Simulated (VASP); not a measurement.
Method: PBE GGA + U (Dudarev), VASP's PBE PAW potentials (set 64) (plane waves; VASP).

VASP ran on this input.

### KPOINTS
```
Regular mesh
0
Gamma
 8 8 8
```

INCAR:
```
SYSTEM = NiO
PREC = Accurate
ENCUT = 520
EDIFF = 1E-6
NELM = 100
ALGO = Normal
LREAL = .FALSE.
LASPH = .TRUE.
ISMEAR = 0
SIGMA = 0.05
GGA = PE
LMAXMIX = 4
ISPIN = 2
MAGMOM = 2.0 -2.0 0.0 0.0
LORBIT = 10
LWAVE = .FALSE.
LCHARG = .FALSE.
ISIF = 2
LDAU = .TRUE.
LDAUTYPE = 2
LDAUL = 2 -1
LDAUU = 2.0 0
LDAUJ = 0 0
LDAUPRINT = 1
```

### POSCAR
```
NiO
1
    4.1800000000     2.0900000000     2.0900000000
    2.0900000000     4.1800000000     2.0900000000
    2.0900000000     2.0900000000     4.1800000000
Ni O
2 2
Direct
  0.0000000000   0.0000000000   0.0000000000
  0.5000000000   0.5000000000   0.5000000000
  0.2500000000   0.2500000000   0.2500000000
  0.7500000000   0.7500000000   0.7500000000
```

POTCAR, in this order: Ni O (PBE.64 set). Program: vasp_std.

Problem. What does the run give for the energy per atom (σ→0), cell moment, pressure?

Solution. 
| Property | Result |
|---|---|
| energy per atom (σ→0) | -5.560 eV/atom |
| cell moment | 0.00 μB |
| pressure | 1.91 GPa |

OSZICAR:
```
...
DAV:  10    -0.222398244860E+02   -0.13091E-01   -0.74488E-02  7628   0.361E+00    0.457E-01
DAV:  11    -0.222401829514E+02   -0.35847E-03   -0.56248E-03  6340   0.201E+00    0.103E-01
DAV:  12    -0.222403734851E+02   -0.19053E-03   -0.12716E-03  6660   0.410E-01    0.564E-02
DAV:  13    -0.222403767275E+02   -0.32424E-05   -0.18809E-04  8288   0.214E-01    0.239E-02
DAV:  14    -0.222403807611E+02   -0.40336E-05   -0.29195E-05  7000   0.951E-02    0.181E-02
DAV:  15    -0.222403795028E+02    0.12583E-05   -0.81859E-06  6288   0.387E-02    0.606E-03
DAV:  16    -0.222403795505E+02   -0.47698E-07   -0.20673E-06  4016   0.223E-02
   1 F= -.22240380E+02 E0= -.22240380E+02  d E =-.244912E-11  mag=    -0.0000
```

The compound is NiO in the rock salt, AFM-II order structure. The cell was not relaxed at this level. The run is one of a series of settings (LDAU = .TRUE., LDAUJ = 0 0, LDAUL = 2 -1, LDAUTYPE = 2, LDAUU = 2.0 0 against the base run), some of them coarse on purpose.
